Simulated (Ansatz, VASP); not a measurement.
# Cross-check of Te (Tellurium) between VASP and Ansatz, part 2 of 2

Wanted: the spread between two codes on one cell, functional and k mesh. The cell is taken from a series of runs on this material, whose earlier steps may have relaxed, scaled, displaced or heated it; both programs get it as it stands.

VASP 6.6.1 and Ansatz 0.2.0.

So far: Starting point; Ansatz: zone-centre phonons, PBEsol.

## (3) VASP: zone-centre phonons, PBEsol

Level of this step: PBEsol; plane waves and PAW (Te) (VASP).

The same cell, functional, mesh and smearing now go to VASP, with its own data sets.

Lines of VASP's logs that name or quote its potential files are left out, and so is its time.

Contents of INCAR:

```
SYSTEM = Te
PREC = Accurate
ENCUT = 500
EDIFF = 1E-08
NELM = 120
ISMEAR = 1
SIGMA = 0.2
LREAL = .FALSE.
ALGO = Normal
GGA = PS
NBANDS = 15
LORBIT = 11
LWAVE = .FALSE.
LCHARG = .FALSE.
ISIF = 2
IBRION = 8
LASPH = .TRUE.
GGA_COMPAT = .FALSE.
KPAR = 2
```

Contents of POSCAR:

```
Te
1.0
    4.4463726445      0.0000000000      0.0000000000
   -2.2231863223      3.8506716649      0.0000000000
    0.0000000000      0.0000000000      5.9524513110
Te
3
Direct
    0.2727799879      0.0000000000      0.3333333333
    0.0000000000      0.2727799879      0.6666666667
    0.7272200121      0.7272200121      0.0000000000
```

Contents of KPOINTS:

```
Automatic mesh
0
Gamma
12 12 8
0 0 0
```

Potentials, in the order of the species: Te (PBE family, release 64).

On the command line:

```bash
mpirun -np 2 vasp_std
```

Numbers of over 12 decimals in the logs are rounded to 6 here.

The log of the run:

```text
[banner, memory and clock lines left out]
running    2 mpi-ranks, on    1 nodes
 distrk:  each k-point on    1 cores,    2 groups
 distr:  one band on    1 cores,    1 groups

 POSCAR found type information on POSCAR Te
 POSCAR found :  1 types and       3 ions
|                                                                             |
|               ----> ADVICE to this user running VASP <----                  |
|                                                                             |
|     You enforced a specific xc type in the INCAR file but a different       |
|     [... a line on the potential file left out ...]
|     I HOPE YOU KNOW WHAT YOU ARE DOING!                                     |
|                                                                             |

 LDA part: xc-table for (Slater+PW92), standard interpolation
 POSCAR, INCAR and KPOINTS ok, starting setup
 FFT: planning ... GRIDC
 FFT: planning ... GRID_SOFT
 FFT: planning ... GRID
 WAVECAR not read
 entering main loop
       N       E                     dE             d eps       ncg     rms          rms(c)
DAV:   1     0.712455159914E+02    0.71246E+02   -0.64146E+03  3930   0.933E+02
DAV:   2    -0.588531694698E+01   -0.77131E+02   -0.73395E+02  5302   0.137E+02
DAV:   3    -0.104994203431E+02   -0.46141E+01   -0.45900E+01  4679   0.385E+01
DAV:   4    -0.105819253646E+02   -0.82505E-01   -0.82487E-01  5903   0.601E+00
DAV:   5    -0.105827536937E+02   -0.82833E-03   -0.82832E-03  5150   0.527E-01    0.125E+01
DAV:   6    -0.105586751614E+02    0.24079E-01   -0.16147E-02  4959   0.754E-01    0.785E+00
DAV:   7    -0.105505487949E+02    0.81264E-02   -0.35540E-02  4490   0.111E+00    0.279E-01
DAV:   8    -0.105499078085E+02    0.64099E-03   -0.62316E-03  4434   0.450E-01    0.131E-01
DAV:   9    -0.105499266893E+02   -0.18881E-04   -0.16679E-04  5580   0.904E-02    0.777E-02
DAV:  10    -0.105499284943E+02   -0.18051E-05   -0.18061E-05  5505   0.270E-02    0.920E-03
DAV:  11    -0.105499269577E+02    0.15366E-05   -0.44084E-06  4910   0.123E-02    0.320E-03
DAV:  12    -0.105499270807E+02   -0.12301E-06   -0.39823E-07  5302   0.379E-03    0.157E-03
DAV:  13    -0.105499270475E+02    0.33200E-07   -0.47435E-08  4980   0.138E-03    0.484E-04
DAV:  14    -0.105499270478E+02   -0.24363E-09   -0.40944E-09  3288   0.395E-04
   1 F= -.10549927E+02 E0= -.10550647E+02  d E =0.216006E-02
 Linear response reoptimize wavefunctions to high precision
DAV:   1    -0.105499270524E+02   -0.46723E-08   -0.12194E-09  4310   0.231E-04
DAV:   2    -0.105499270525E+02   -0.36721E-10   -0.10774E-10  2651   0.795E-05
 Linear response DOF=           3
 Linear response progress:
  Degree of freedom:   1/  3
       N       E                     dE             d eps       ncg     rms          rms(c)
RMM:   1    -0.466632353032E-01   -0.46663E-01    0.39395E-02 21660   0.104E+00
RMM:   2    -0.452834159439E-01    0.13798E-02   -0.23254E-03 15060   0.275E-01    0.967E-02
RMM:   3    -0.452129215206E-01    0.70494E-04   -0.86298E-05 16004   0.586E-02    0.665E-02
RMM:   4    -0.451395457745E-01    0.73376E-04   -0.20632E-05 16351   0.243E-02    0.169E-02
RMM:   5    -0.451376597040E-01    0.18861E-05   -0.66773E-07 16563   0.591E-03    0.900E-03
RMM:   6    -0.451433641980E-01   -0.57045E-05   -0.25613E-07 16435   0.253E-03    0.164E-03
RMM:   7    -0.451427102395E-01    0.65396E-06    0.79282E-08 16719   0.660E-04    0.536E-04
RMM:   8    -0.451419326212E-01    0.77762E-06    0.12863E-07 16745   0.209E-04    0.141E-04
RMM:   9    -0.451420260716E-01   -0.93450E-07   -0.11735E-07 17302   0.563E-05    0.762E-05
RMM:  10    -0.451420108896E-01    0.15182E-07   -0.18387E-08 16661   0.312E-05    0.181E-05
RMM:  11    -0.451420019063E-01    0.89833E-08   -0.27280E-08 17788   0.140E-05    0.167E-05
 first order change of Fermi-energy   0.19955E+00
 force on displaced ion       1 direction 1 :  -2.920   0.000   0.000
 Linear response progress:
  Degree of freedom:   2/  3
       N       E                     dE             d eps       ncg     rms          rms(c)
RMM:   1    -0.478272118053E-01   -0.47827E-01    0.34704E-02 39613   0.103E+00
RMM:   2    -0.467212447190E-01    0.11060E-02   -0.23781E-03 27485   0.273E-01    0.732E-02
RMM:   3    -0.465889716096E-01    0.13227E-03   -0.10500E-04 29058   0.612E-02    0.465E-02
RMM:   4    -0.465008692384E-01    0.88102E-04   -0.31981E-05 29356   0.270E-02    0.140E-02
RMM:   5    -0.465027650668E-01   -0.18958E-05   -0.18281E-06 29965   0.747E-03    0.702E-03
RMM:   6    -0.465147789291E-01   -0.12014E-04   -0.36069E-07 29970   0.247E-03    0.991E-04
RMM:   7    -0.465143089030E-01    0.47003E-06    0.98837E-08 30658   0.513E-04    0.637E-04
RMM:   8    -0.465140289677E-01    0.27994E-06    0.22524E-08 30297   0.202E-04    0.113E-04
RMM:   9    -0.465141030754E-01   -0.74108E-07   -0.11266E-07 31449   0.548E-05    0.216E-05
RMM:  10    -0.465141007843E-01    0.22910E-08   -0.28988E-08 30771   0.228E-05    0.579E-06
 first order change of Fermi-energy   0.61705E-04
 force on displaced ion       1 direction 2 :  -0.001  -2.312  -0.649
 Linear response progress:
  Degree of freedom:   3/  3
       N       E                     dE             d eps       ncg     rms          rms(c)
RMM:   1    -0.567955783517E-01   -0.56796E-01    0.45663E-02 41709   0.106E+00
RMM:   2    -0.541490488340E-01    0.26465E-02   -0.29063E-03 27502   0.297E-01    0.217E-01
RMM:   3    -0.539434064549E-01    0.20564E-03   -0.37818E-04 28896   0.868E-02    0.148E-01
RMM:   4    -0.539030058675E-01    0.40401E-04   -0.15346E-05 29433   0.235E-02    0.711E-02
RMM:   5    -0.538911243159E-01    0.11882E-04   -0.63346E-06 29791   0.143E-02    0.395E-03
RMM:   6    -0.538921849080E-01   -0.10606E-05   -0.47376E-07 30074   0.316E-03    0.248E-03
RMM:   7    -0.538934572207E-01   -0.12723E-05   -0.18926E-07 29864   0.122E-03    0.614E-04
RMM:   8    -0.538937593069E-01   -0.30209E-06    0.40940E-08 30851   0.332E-04    0.252E-04
RMM:   9    -0.538939913005E-01   -0.23199E-06   -0.38325E-08 29810   0.150E-04    0.371E-05
RMM:  10    -0.538940712554E-01   -0.79955E-07   -0.88277E-08 31688   0.453E-05    0.882E-06
RMM:  11    -0.538940816816E-01   -0.10426E-07   -0.16874E-08 31693   0.168E-05    0.420E-06
RMM:  12    -0.538940799755E-01    0.17061E-08    0.14446E-09 30302   0.912E-06    0.116E-06
 first order change of Fermi-energy   0.82491E-05
 force on displaced ion       1 direction 3 :  -0.001  -0.650  -4.830
 Linear response finished
```

Parts of OUTCAR (step 3):

```text
ion  position               nearest neighbor table
   1  0.273  0.000  0.333-   3 2.89   2 2.89   3 3.46   3 3.46   2 3.46   2 3.46
   2  0.000  0.273  0.667-   3 2.89   1 2.89   3 3.46   3 3.46   1 3.46   1 3.46
   3  0.727  0.727  0.000-   1 2.89   2 2.89   2 3.46   1 3.46   2 3.46   1 3.46

  LATTYP: Found a hexagonal cell.
 ALAT       =     4.4463726445
 C/A-ratio  =     1.3387207477

 Subroutine GETGRP returns: Found  6 space group operations
 (whereof  2 operations were pure point group operations)

The static configuration has the point symmetry C_2 .
 The point group associated with its full space group is D_3 .

 Found    131 irreducible k-points:

   k-points           NKPTS =    131   k-points in BZ     NKDIM =    131   number of bands    NBANDS=     15

   dimension x,y,z NGX =    32 NGY =   32 NGZ =   48
   dimension x,y,z NGXF=    64 NGYF=   64 NGZF=   96

   ENCUT  =  500.0 eV  36.75 Ry    6.06 a.u.   8.11  8.11 10.85*2*pi/ulx,y,z

   NELECT =      18.0000    total number of electrons

 k-points in reciprocal lattice and weights: Automatic mesh
   0.00000000  0.00000000  0.00000000       0.001
   0.08333333  0.00000000  0.00000000       0.005
   0.16666667  0.00000000  0.00000000       0.005
   0.25000000  0.00000000  0.00000000       0.005
   0.33333333  0.00000000  0.00000000       0.005
   0.41666667  0.00000000  0.00000000       0.005
   0.50000000  0.00000000  0.00000000       0.003
   0.08333333  0.08333333  0.00000000       0.005
   0.16666667  0.08333333  0.00000000       0.010
[...]
0.33333333  0.25000000  0.50000000       0.010
   0.33333333  0.33333333  0.50000000       0.002

 average (electrostatic) potential at core
       1 -88.9078       2 -88.9078       3 -88.9078

  Total       -0.9189782     -0.9189782     -0.9078117      0.0000000      0.0000000     -0.0000000
  in kB      -14.4469975    -14.4469975    -14.2714523      0.0000000      0.0000000     -0.0000000
  external PRESSURE =     -14.3884825 kB  Pullay stress =       0.0000000 kB

  energy-cutoff  :      500.00
  volume of cell :      101.92
      direct lattice vectors                 reciprocal lattice vectors
     4.446372645  0.000000000  0.000000000     0.224902427  0.129847477  0.000000000
    -2.223186322  3.850671665  0.000000000     0.000000000  0.259694954  0.000000000
     0.000000000  0.000000000  5.952451311     0.000000000  0.000000000  0.167998014

 POSITION                                       TOTAL-FORCE (eV/Angst)
 -----------------------------------------------------------------------------------
      1.21288      0.00000      1.98415         0.022224      0.000000     -0.000000
     -0.60644      1.05039      3.96830        -0.011112      0.019246      0.000000
      1.61675      2.80029      0.00000        -0.011112     -0.019246      0.000000
 -----------------------------------------------------------------------------------
    total drift:                               -0.000000     -0.000000      0.000000

 Eigenvectors and eigenvalues of the dynamical matrix
 ----------------------------------------------------

   1 f  =    3.840572 THz    24.131026 2PiTHz  128.107697 cm-1    15.883323 meV
             X         Y         Z           dx          dy          dz
      1.212881  0.000000  1.984150    -0.083321    0.161123    0.688481
     -0.606441  1.050386  3.968301     0.181194   -0.008333   -0.652711
      1.616746  2.800285  0.000000    -0.097817   -0.152681   -0.035770

   2 f  =    3.840572 THz    24.131026 2PiTHz  128.107697 cm-1    15.883323 meV
             X         Y         Z           dx          dy          dz
      1.212881  0.000000  1.984150    -0.161050   -0.083358   -0.356191
     -0.606441  1.050386  3.968301     0.008406    0.181156   -0.418147
      1.616746  2.800285  0.000000     0.152754   -0.097854    0.774337

   3 f  =    3.164370 THz    19.882326 2PiTHz  105.552034 cm-1    13.086778 meV
             X         Y         Z           dx          dy          dz
      1.212881  0.000000  1.984150     0.577350   -0.000000    0.000000
     -0.606441  1.050386  3.968301    -0.288675    0.500000    0.000000
      1.616746  2.800285  0.000000    -0.288675   -0.500000   -0.000000

   4 f  =    2.550366 THz    16.024425 2PiTHz   85.071067 cm-1    10.547463 meV
             X         Y         Z           dx          dy          dz
      1.212881  0.000000  1.984150     0.000000   -0.577350    0.000071
     -0.606441  1.050386  3.968301     0.500000    0.288675    0.000071
      1.616746  2.800285  0.000000    -0.500000    0.288675    0.000071

   5 f  =    2.428953 THz    15.261562 2PiTHz   81.021154 cm-1    10.045338 meV
             X         Y         Z           dx          dy          dz
      1.212881  0.000000  1.984150    -0.393674   -0.381369    0.178305
     -0.606441  1.050386  3.968301    -0.132633    0.531415    0.070525
      1.616746  2.800285  0.000000     0.527340   -0.151045   -0.248830

   6 f  =    2.428953 THz    15.261562 2PiTHz   81.021154 cm-1    10.045338 meV
             X         Y         Z           dx          dy          dz
      1.212881  0.000000  1.984150    -0.380703    0.394362   -0.184380
     -0.606441  1.050386  3.968301     0.532081    0.133322    0.246607
      1.616746  2.800285  0.000000    -0.150379   -0.526652   -0.062227

   7 f/i=    0.000312 THz     0.001961 2PiTHz    0.010409 cm-1     0.001291 meV
             X         Y         Z           dx          dy          dz
      1.212881  0.000000  1.984150     0.000000    0.000071    0.577350
     -0.606441  1.050386  3.968301    -0.000061   -0.000035    0.577350
      1.616746  2.800285  0.000000     0.000061   -0.000035    0.577350

   8 f/i=    0.002032 THz     0.012769 2PiTHz    0.067787 cm-1     0.008404 meV
             X         Y         Z           dx          dy          dz
      1.212881  0.000000  1.984150    -0.420499   -0.395659   -0.000108
     -0.606441  1.050386  3.968301    -0.419711   -0.395845    0.000154
      1.616746  2.800285  0.000000    -0.420266   -0.396434   -0.000045

   9 f/i=    0.002032 THz     0.012769 2PiTHz    0.067787 cm-1     0.008404 meV
             X         Y         Z           dx          dy          dz
      1.212881  0.000000  1.984150     0.396300   -0.419819   -0.000115
     -0.606441  1.050386  3.968301     0.396114   -0.420606   -0.000036
      1.616746  2.800285  0.000000     0.395525   -0.420051    0.000151

 ELASTIC MODULI CONTR FROM IONIC RELAXATION (kBar)
 Direction    XX          YY          ZZ          XY          YZ          ZX
 --------------------------------------------------------------------------------
 XX        -261.9527    -97.9486   -216.7089      0.0000   -115.3012      0.0000
 YY         -97.9486   -261.9527   -216.7089      0.0000    115.3012     -0.0000
 ZZ        -216.7089   -216.7089   -260.9756      0.0000      0.0000     -0.0000
 XY           0.0000      0.0000      0.0000    -82.4338     -0.0000   -111.8372
 YZ        -115.3012    115.3012      0.0000     -0.0000   -187.3255      0.0000
 ZX           0.0000     -0.0000     -0.0000   -111.8372      0.0000   -180.4628
 --------------------------------------------------------------------------------
```

The gap is under twice the smearing width, so the edge states are partly filled and the run can't tell a small gap from a semimetal. Methfessel-Paxton smearing is not meant for a cell with a gap.

## (4) Comparison

Known differences besides the potentials themselves: the data sets hold 48 valence electrons in Ansatz (on its PAW soft_1 files) and 18 in VASP; the cutoff is 420 eV in Ansatz and 500 eV in VASP; Ansatz makes its cores anew for this functional, VASP keeps those of its PBE data sets. Total energies have different zeros and are not compared.

Compared:

```tsv
quantity	Ansatz	VASP	difference
optical mode 1 to 2 (cm⁻¹)	81.2	81.0	+0.27 %
optical mode 3 (cm⁻¹)	85.4	85.1	+0.43 %
optical mode 4 (cm⁻¹)	104.2	105.6	-1.28 %
optical mode 5 to 6 (cm⁻¹)	127.9	128.1	-0.17 %
```

Our record labels this cell a metal in Ansatz alone; each run is judged by its own test, so with a small gap or wide smearing the label says little about the levels. Modes are paired by rising frequency, not by their patterns, so a pair may set unlike modes beside each other; they are those without the splitting of longitudinal modes.

## (5) Summary of results

```json
{"r.m.s. difference of the optical zone-centre modes, each program's sorted by frequency (zone-centre phonons, PBEsol)": "0.60 cm⁻¹", "difference in optical mode 4 (zone-centre phonons, PBEsol)": "-1.3 %"}
```

What this shows: The r.m.s. difference of the optical zone-centre modes, each program's sorted by frequency is 0.60 cm⁻¹ (zone-centre phonons, PBEsol). The data sets hold unlike numbers of valence electrons (48 in Ansatz and 18 in VASP), so part of the differences comes from the potentials. Among the rows given in per cent, the largest difference of the zone-centre phonons, PBEsol pair is in optical mode 4, -1.3 %. Such differences can come from data sets, numerical settings and the points named under the comparisons, not from the functional's error against experiment.

[Lines on the potential files, build, host, timing and source positions are cut from VASP's logs without a mark.]

[Logs are printed without paths, hosts, clocks, repeated set-up lines and the standing remarks that a program may print on its own settings, such as how far it seeks lower states.]

[Hosts, paths, dates, database ids (printed as entryN), source tags and the programs' standing remarks are cut or masked in the printed files.]
